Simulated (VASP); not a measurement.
```xyz
2
Lattice="0.0000 2.0549 2.0549 2.0549 0.0000 2.0549 2.0549 2.0549 0.0000" Properties=species:S:1:pos:R:3 pbc="T T T"
Mg     0.0000     0.0000     0.0000
O      2.0549     2.0549     2.0549
```

Level of theory: PBE GGA, VASP's PBE PAW potentials (set 64) (plane waves; VASP). Settings: 400 eV cut-off, 11×11×11 Γ-centred mesh, Gaussian smearing of 0.010 eV, potentials Mg O.

At this cut-off the stress carries a Pulay error, which pulls relaxed volumes low.

### Question
Predict the energy per atom (σ→0), pressure, band gap (on the k-mesh) with the smallest direct gap where there is one.

### Answer

* **band gap (on the k-mesh)**: 5.49 eV
* **smallest direct gap (on the k-mesh)**: 5.49 eV
* **energy per atom (σ→0)**: -5.919 eV/atom
* **pressure**: 13.02 GPa

The structure comes from a computed database's MgO entry; how it stands against other phases isn't given here. The cell was not relaxed at this level.
